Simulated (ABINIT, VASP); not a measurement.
**AgRh: equilibrium volume by level of theory**

```yaml
crystal:
  lattice:
    - [2.77759, 0.00000, 0.00000]
    - [-1.38879, 2.40546, 0.00000]
    - [0.00000, 0.00000, 4.80860]
  atoms:
    - { symbol: Ag, position: [0.00000, 0.00000, 0.50000] }
    - { symbol: Rh, position: [0.66667, 0.33333, 0.00000] }
```

The cell comes from a database or a generator and needn't be the stable form of this composition.

| rung | level | program and potentials | cutoff (eV) | k mesh | smearing | equilibrium volume (Å³/atom) | notes |
| --- | --- | --- | --- | --- | --- | --- | --- |
| LDA | LDA | ABINIT, JTH PAW LDA v2.0 | 463 | 11 × 11 × 6 | fermi-dirac 0.05 | 14.61 | 14 valence electrons an atom on average |
| LDA | LDA | VASP, LDA PAW files Ag, Rh_pv, 600 eV | 600 | 10 × 10 × 6 | fermi-dirac 0.05 | (a) | 13 valence electrons an atom on average |
| GGA | PBE | VASP, PBE PAW files Ag, Rh_pv, 600 eV | 600 | 10 × 10 × 6 | fermi-dirac 0.05 | 15.82 | 13 valence electrons an atom on average |
| GGA + dispersion | PBE+D3(BJ) | VASP, PBE PAW files Ag, Rh_pv, 600 eV | 600 | 10 × 10 × 6 | fermi-dirac 0.05 | 15.20 | 13 valence electrons an atom on average |
| GGA | PBEsol | ABINIT, JTH PAW PBE v2.0 | 463 | 11 × 11 × 6 | fermi-dirac 0.05 | 15.04 | potentials made for PBE; 14 valence electrons an atom on average |

Task: relaxation of cell and atoms. All rows: no spin polarisation. Smearing widths are in eV. For a metal such meshes aren't converged. Meshes differ between rows, which moves values too. Meshes are those of the run's cell of 2 atoms unless a note names another. Relaxations start from the cell shown or near it and stop with a little pressure left. Runs on faulty files, with rough fits or with known faults for this quantity aren't shown. No row holds spin-orbit coupling.

**Question.** Estimate the value left out from the other rows.

**Answer.** (a) 14.64 Å³/atom.
